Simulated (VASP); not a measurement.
```xyz
6
Lattice="1.6610 -2.8770 0.0000 1.6610 2.8770 0.0000 0.0000 0.0000 15.0361" Properties=species:S:1:pos:R:3 pbc="T T T"
Mo     1.6610     0.9590     3.7590
Mo     1.6610    -0.9590    11.2771
Se     1.6610     0.9590    12.9480
Se     1.6610    -0.9590     5.4299
Se     1.6610    -0.9590     2.0881
Se     1.6610     0.9590     9.6062
```

Method: PBE GGA, VASP's PBE PAW potentials (set 64) (plane waves; VASP). Run with 520 eV cut-off, 9×9×2 Γ-centred mesh, tetrahedra with Blöchl corrections, potentials Mo_sv Se.

Without a dispersion term in the relaxation, distances and binding between the weakly bound layers, chains or molecules are unreliable, and so is what depends on them.

Problem. The job: MoSe2 (2H layered), 6 atoms, PBE, static run, 520 eV, 9×9×2 Γ-centred mesh. Roughly how much core time does it take on a busy server core?

Solution. About 90 core-seconds (one run on a shared machine, a rough figure). It had 24 irreducible k-points, 31 bands, up to 3895 plane waves and 17 electronic steps.

The compound is MoSe2 in the 2H layered structure. It was relaxed first, which changed the volume by +19 %.
